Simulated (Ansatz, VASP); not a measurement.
**TaSbSe in VASP and in Ansatz**

The input INCAR:

```
PREC = Accurate
ENCUT = 600
EDIFF = 1E-6
ISMEAR = -1
SIGMA = 0.05
LREAL = False
LASPH = True
NELM = 80
ALGO = Normal
ISIF = 3
LWAVE = False
LCHARG = False
GGA = RP
IBRION = 2
NSW = 60
EDIFFG = -0.01
```

File KPOINTS:

```
regular mesh
0
Gamma
  7 7 5
```

The input POSCAR:

```
TaSbSe
1.0
    3.6296100000      0.0000000000      0.0000000000
    0.0000000000      3.6296100000      0.0000000000
    0.0000000000      0.0000000000      5.6345500000
Ta Sb Se
1 1 1
Direct
    0.0000000000      0.0000000000      0.0000000000
    0.0000000000      0.0000000000      0.5000000000
    0.5000000000      0.5000000000      0.0000000000
```

Contents of input.yaml:

```yaml
crystal:
  lattice:
    - [3.62961, 0.0, 0.0]
    - [0.0, 3.62961, 0.0]
    - [0.0, 0.0, 5.63455]
  atoms:
    - { symbol: Ta, position: [0.0, 0.0, 0.0] }
    - { symbol: Sb, position: [0.0, 0.0, 0.5] }
    - { symbol: Se, position: [0.5, 0.5, 0.0] }
hamiltonian:
  xc: rpbe
  pseudopotentials: { kind: paw }
kpoints:
  mp_grid: { grid: [7, 7, 5] }
scf:
  occupations: { method: fermi_dirac, width: 0.05 }
output:
  forces: true
  stress: true
  eigenvalues: true
relax:
  f_tol: 0.01
  max_steps: 40
  cell: { stress_tol: 0.05 }
```

The cell was built by a generator and needn't be a form met in nature.

Alike in both runs: task relaxation of cell and atoms; functional RPBE; k mesh 7 × 7 × 5; occupations fermi-dirac, width 0.05 eV; no spin polarisation.

|  | VASP | Ansatz |
| --- | --- | --- |
| version | VASP 6.6.1 | Ansatz 0.2.0 |
| potentials or method | VASP PAW PBE potentials, release 64 (Ta_pv, Sb, Se) | Ansatz PAW |
| plane-wave cutoff (eV) | 600 | 420 |
| valence electrons in the cell | 22 | 44 |

```tsv
	VASP	Ansatz	Ansatz less VASP
gap on the k mesh at the Fermi level, each at its own relaxed structure (eV)	none	none	-
relaxed volume (Å³/atom)	25.25	25.23	-0.014
relaxed cell length with the largest relative difference (Å)	3.655	3.653	-0.0014
energy change over the relaxation (meV/atom)	-3	-3	+0.1
```

A gap of «none» marks a metal or a gap that the smearing closes. The two sets of potentials don't hold the same shells in valence.

Caveats: the PAW data sets were made with another functional, which shifts forces and pressure a little (VASP); the plane-wave basis is chosen anew once the cell has moved, so the energies of steps on either side of that aren't comparable (Ansatz); the PAW data sets come from PBE, with cores solved anew for the run's functional, which leaves a small shift of forces and pressure (Ansatz). The runs have no spin-orbit coupling, so splittings on Sb, Ta are missing.
